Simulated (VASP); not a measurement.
Computed with PBE GGA, VASP's PBE PAW potentials (set 64) (plane waves; VASP).

Gaps are without spin-orbit coupling.

Task: Order these relaxed crystals by band gap, smallest first: C, Fd-3m (227); HfS2, P-3m1 (164); CsPbCl3, Pm-3m (221); BN, P6_3/mmc (194).

Result: HfS2, P-3m1 (164) (1.25 eV), CsPbCl3, Pm-3m (221) (2.21 eV), C, Fd-3m (227) (4.12 eV), BN, P6_3/mmc (194) (4.47 eV)
